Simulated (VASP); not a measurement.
```
Pt3Ti
1.0
    3.91265     0.00000     0.00000
    0.00000     3.91265     0.00000
    0.00000     0.00000     3.91265
Ti Pt
1 3
Direct
  0.00000   0.00000   0.00000
  0.00000   0.50000   0.50000
  0.50000   0.00000   0.50000
  0.50000   0.50000   0.00000
```

Computed with PBE GGA with D4 dispersion, VASP's PBE PAW potentials (set 64) (plane waves; VASP 6.6.1). Settings: 520 eV cut-off, 9×9×9 Γ-centred mesh, tetrahedra with Blöchl corrections, potentials Ti_sv Pt.

The cores are frozen, which limits the accuracy of field gradients.

### Question
Give the principal components of the electric field gradient (V/Å²) and the asymmetry η at each nucleus.

### Answer

```json
[
 {"atom": "Ti1", "Vxx": "0.0", "Vyy": "0.0", "Vzz": "0.0", "η": "-"},
 {"atom": "Pt2", "Vxx": "34.7", "Vyy": "34.7", "Vzz": "-69.4", "η": "0.00"},
 {"atom": "Pt3", "Vxx": "34.7", "Vyy": "34.7", "Vzz": "-69.4", "η": "0.00"},
 {"atom": "Pt4", "Vxx": "34.7", "Vyy": "34.7", "Vzz": "-69.4", "η": "0.00"}
]
```

The compound is Pt3Ti in the L1_2 structure. It was relaxed first.
